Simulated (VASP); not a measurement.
The system is Pt.

```xyz
1
Lattice="0.0000 1.9716 1.9716 1.9716 0.0000 1.9716 1.9716 1.9716 0.0000" Properties=species:S:1:pos:R:3 pbc="T T T"
Pt    0.0000    0.0000    0.0000
```

```yaml
Program: VASP 6.6.1
Task: relaxation of cell and atoms
Functional: PBE
Potentials_or_basis: VASP PAW PBE potentials, release 64 (Pt)
Cutoff: 600 eV
k_mesh: 19 × 19 × 19
Occupations: methfessel-paxton, width 0.1 eV
Spin: no spin polarisation
```

At the start: pressure 4.8 GPa; volume 15.33 Å³/atom.

**Question.** Where does the relaxation end?

**Answer.** Over 4 steps the energy falls by 4.1 meV/atom and the volume is 15.61 Å³/atom (+1.8 %); space group Fm-3m (No. 225, to 0.05 Å).

Step by step:
| step | energy change (eV) | largest force (eV/Å) | pressure (GPa) | volume (Å³) |
| --- | --- | --- | --- | --- |
| 1 | 0.0000 | 0.0000 | 4.79 | 15.33 |
| 2 | 0.0219 | 0.0000 | -10.43 | 16.37 |
| 3 | -0.0041 | 0.0000 | -0.07 | 15.61 |
| 4 | -0.0041 | 0.0000 | 0.02 | 15.61 |

Final structure:
```
CELL_PARAMETERS angstrom
0.00000 1.98351 1.98351
1.98351 0.00000 1.98351
1.98351 1.98351 0.00000
ATOMIC_POSITIONS crystal
Pt 0.00000 0.00000 0.00000
```
